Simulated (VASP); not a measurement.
Data:

```xyz
3
Lattice="0.0000 3.2041 3.2041 3.2041 0.0000 3.2041 3.2041 3.2041 0.0000" Properties=species:S:1:pos:R:3 pbc="T T T"
Mg     1.6021     1.6021     1.6021
Mg     4.8062     4.8062     4.8062
Ge     3.2041     6.4082     3.2041
```

All values below come from PW91 GGA, VASP's PBE PAW potentials (set 64) (plane waves; VASP 6.6.1). Numerical set-up: 520 eV cut-off, Gaussian smearing of 0.050 eV, potentials Mg Ge_d.

### Question
Give the energies of bands 7 to 12 at the high-symmetry points, in eV from the valence-band maximum.

### Answer

```tsv
band	Γ	X	U	L	W
7	0.00	-4.48	-4.05	-4.79	-3.64
8	0.00	-1.99	-3.47	-0.73	-3.64
9	0.00	-1.99	-1.66	-0.73	-2.66
10	0.99	0.19	0.73	0.97	2.79
11	2.82	0.55	3.11	2.77	3.72
12	2.82	7.84	6.00	2.77	3.75
```

The gap is indirect, 0.19 eV, from the valence maximum at Γ to the conduction minimum at X.

Measured: gap 0.74 eV (computed value off by -0.55 eV), as given by Byungki Ryu et al., Journal of the Korean Physical Society (2019), arXiv:1905.06140.

The compound is Mg2Ge in the antifluorite structure. It was relaxed first.
